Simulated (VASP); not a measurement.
**WSi (relaxed from the zinc blende structure, space group F-43m): computed properties**

All values below come from PBE GGA, VASP's PBE PAW potentials (set 64) (plane waves; VASP).

For WSi, the space group comes out as F-43m (216) and the cell is a = b = c = 5.5813 Å, α = β = γ = 90.00°. The volume per atom comes out as 21.73 Å^3/atom, the band gap (over mesh and band path) is none (metal, semimetal or under 0.01 eV) and the density is 8.10 g/cm³.

Space group F-43m (No. 216); a = 5.5813 Å, b = 5.5813 Å, c = 5.5813 Å, α = 90.00°, β = 90.00°, γ = 90.00°

```tsv
atom	site	symmetry	x	y	z
W	4a	-43m	0.0000	0.0000	0.0000
Si	4d	-43m	0.7500	0.7500	0.7500
```
(The calculation used a cell of 2 atoms; values per cell refer to that cell.)

Unless said otherwise, spin-orbit coupling is left out, though it shifts the bands of the heavy elements here.

The structure was generated: WSi was put into the zinc blende type (F-43m), which need not be its known phase. It was relaxed first, which changed the volume by -31 %. Symmetry was kept, so distortions that lower it aren't found.
